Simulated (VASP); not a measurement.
Here is the system:

```
KZnF3
1.0
    3.86791     0.00000     0.00000
    0.00000     3.86791     0.00000
    0.00000     0.00000     3.86791
K Zn F
1 1 3
Direct
  0.00000   0.00000   0.00000
  0.50000   0.50000   0.50000
  0.50000   0.00000   0.50000
  0.00000   0.50000   0.50000
  0.50000   0.50000   0.00000
```

Calculation: LDA (Ceperley-Alder, Perdew-Zunger), VASP's LDA PAW potentials (set 64) (plane waves; VASP). Settings: 620 eV cut-off, 6×6×6 Γ-centred mesh, Gaussian smearing of 0.050 eV, potentials K_sv Zn F.

Energy and stress use the plane-wave basis of the starting cell.

Task: The ions, cell shape and volume at an external pressure of 20.0 GPa are relaxed. Predict the relaxed structure.

Result: 
```
KZnF3
1.0
    3.78979     0.00000     0.00000
    0.00000     3.78979     0.00000
    0.00000     0.00000     3.78979
K Zn F
1 1 3
Direct
  0.00000   0.00000   0.00000
  0.50000   0.50000   0.50000
  0.50000   0.00000   0.50000
  0.00000   0.50000   0.50000
  0.50000   0.50000   0.00000
```
Space group Pm-3m (221), at a tolerance of 0.03 Å.

Task: How do energy and volume change from the first to the last step?

Result: The energy (σ→0) changes by +63.1 meV/atom and the volume by -5.9 %, in 3 ionic steps.

```tsv
step	E(σ→0) (eV)	max force (eV/Å)	pressure (GPa)	volume (Å³)
1	-22.9495	0.000	10.04	57.87
2	-22.2726	0.000	29.00	52.05
3	-22.6339	0.000	19.93	54.43
```

The compound is KZnF3 in the cubic perovskite structure. This run relaxes it under an external pressure of 20 GPa. Symmetry was kept, so distortions that lower it aren't found.
